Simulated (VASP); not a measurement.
VASP input:

File KPOINTS:
```
Automatic mesh
0
G
 6 6 4
0 0 0
```

File POSCAR:
```
ZrO2
3.6222430
  0.9999999618   0.0000000000   0.0000000000
  0.0000000000   0.9999999618   0.0000000000
  0.0000000000   0.0000000000   1.4564525764
Zr O
2 4
Cart
  0.0000000000   0.0000000000   0.0000000000
  0.4999999809   0.4999999809   0.7282262882
  0.0000000000   0.4999999809   0.2824936967
  0.0000000000   0.4999999809   1.0107199849
  0.4999999809   0.0000000000   0.4457325915
  0.4999999809   0.0000000000   1.1739588797
```

INCAR:
```
SYSTEM = ZrO2
PREC = Accurate
ENCUT = 500
EDIFF = 1E-6
NELM = 100
ALGO = Normal
LREAL = .FALSE.
LASPH = .TRUE.
ISMEAR = 0
SIGMA = 0.05
GGA = PE
LMAXMIX = 4
LWAVE = .FALSE.
LCHARG = .TRUE.
```

POTCAR, in this order: Zr_sv O (PBE.64 set). Program: vasp_std.

**Question.** Translate this PBE calculation to Quantum ESPRESSO's pw.x.

**Answer.** One equivalent input (not run):
```
&CONTROL
  calculation = 'scf'
  pseudo_dir = './pseudo'
  outdir = './out'
  tprnfor = .true.
  tstress = .true.
/
&SYSTEM
  ibrav = 0
  nat = 6
  ntyp = 2
  ecutwfc = 84
  occupations = 'smearing'
  smearing = 'gaussian'
  degauss = 0.003675
  input_dft = 'pbe'
/
&ELECTRONS
  conv_thr = 7.3e-08
  electron_maxstep = 100
/
ATOMIC_SPECIES
  Zr 91.224 Zr.upf
  O 15.999 O.upf
CELL_PARAMETERS angstrom
     3.6222429    0.0000000    0.0000000
     0.0000000    3.6222429    0.0000000
     0.0000000    0.0000000    5.2756251
ATOMIC_POSITIONS crystal
  Zr   0.0000000  0.0000000  0.0000000
  Zr   0.5000000  0.5000000  0.5000000
  O    0.0000000  0.5000000  0.1939601
  O    0.0000000  0.5000000  0.6939601
  O    0.5000000  0.0000000  0.3060399
  O    0.5000000  0.0000000  0.8060399
K_POINTS automatic
  6 6 4 0 0 0
```
Limits of the translation: the potentials are each code's own (VASP's PAW set, PseudoDojo norm-conserving files in pw.x), so ENCUT and ecutwfc are chosen apart and not converted; conv_thr bounds pw.x's estimated SCF error, while EDIFF bounds the energy change between steps.

The structure was generated: ZrO2 was put into the tetragonal-ZrO2 type (P4_2/nmc), which need not be its known phase. It was relaxed first.
